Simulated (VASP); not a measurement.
Calculation: PBEsol GGA, VASP's PBE PAW potentials (set 64) (plane waves; VASP).

A VASP calculation is set up with these files.

POSCAR:
```
Li
1.0
  2.7249142872   0.0000000000   0.0000000000
  0.0000000000   2.7249142872   0.0000000000
  0.0000000000   0.0000000000   2.7249142872
Li
1
Cartesian
  0.0000000000   0.0000000000   0.0000000000
```

**KPOINTS**
```
Automatic mesh
0
Gamma
12 12 12
0 0 0
```

### INCAR
```
ALGO = Normal
EDIFF = 1E-6
EDIFFG = -0.01
ENCUT = 520
GGA = PS
IBRION = 2
ISIF = 3
ISMEAR = 1
LASPH = .TRUE.
LCHARG = .FALSE.
LREAL = .FALSE.
LWAVE = .FALSE.
NELM = 100
NSW = 60
PREC = Accurate
SIGMA = 0.1
SYSTEM = Li
```

POTCAR, in this order: Li_sv (PBE.64 set). Program: vasp_std.

The run wrote:

**OSZICAR**
```
       N       E                     dE             d eps       ncg     rms          rms(c)
DAV:   1     0.473640566186E+00    0.47364E+00   -0.71388E+02   845   0.422E+02
DAV:   2    -0.168436756752E+01   -0.21580E+01   -0.20720E+01  1160   0.570E+01
DAV:   3    -0.184474556785E+01   -0.16038E+00   -0.15909E+00  1070   0.964E+00
DAV:   4    -0.184782986313E+01   -0.30843E-02   -0.30464E-02  1085   0.141E+00
DAV:   5    -0.184788681806E+01   -0.56955E-04   -0.56926E-04  1065   0.153E-01    0.418E-01
DAV:   6    -0.184519860671E+01    0.26882E-02   -0.93315E-04  1155   0.211E-01    0.236E-01
DAV:   7    -0.184376066851E+01    0.14379E-02   -0.24077E-03  1155   0.357E-01    0.405E-02
DAV:   8    -0.184379237711E+01   -0.31709E-04   -0.39713E-04   970   0.177E-01    0.627E-03
DAV:   9    -0.184379262864E+01   -0.25153E-06   -0.53664E-06  1160   0.252E-02
   1 F= -.18437926E+01 E0= -.18436986E+01  d E =-.184379E+01
```

### OUTCAR
```
------------------------ aborting loop because EDIFF is reached ----------------------------------------
  FORCE on cell =-STRESS in cart. coord.  units (eV):
  Direction    XX          YY          ZZ          XY          YZ          ZX
  --------------------------------------------------------------------------------------
  Total       -0.0087821     -0.0087821     -0.0087821     -0.0000000      0.0000000     -0.0000000
  in kB       -0.6954256     -0.6954256     -0.6954256     -0.0000000      0.0000000     -0.0000000
  external PRESSURE =      -0.6954256 kB  Pullay stress =       0.0000000 kB
  volume of cell :       20.23
      direct lattice vectors                 reciprocal lattice vectors
     2.724914287  0.000000000  0.000000000     0.366984020  0.000000000  0.000000000
     0.000000000  2.724914287  0.000000000     0.000000000  0.366984020  0.000000000
     0.000000000  0.000000000  2.724914287     0.000000000  0.000000000  0.366984020
 POSITION                                       TOTAL-FORCE (eV/Angst)
 -----------------------------------------------------------------------------------
      0.00000      0.00000      0.00000         0.000000      0.000000      0.000000
 -----------------------------------------------------------------------------------
    total drift:                               -0.000000      0.000000      0.000000
  FREE ENERGIE OF THE ION-ELECTRON SYSTEM (eV)
  ---------------------------------------------------
  free  energy   TOTEN  =        -1.8437926286 eV

  energy  without entropy=       -1.8435104015  energy(sigma->0) =       -1.84369855

 reached required accuracy - stopping structural energy minimisation
```
(Selected blocks of OUTCAR.)

The structure was generated: Li was put into the simple-cubic type (Pm-3m), which need not be its known phase. It was relaxed first, which changed the volume by -15 %. The start is the result of an earlier pass.
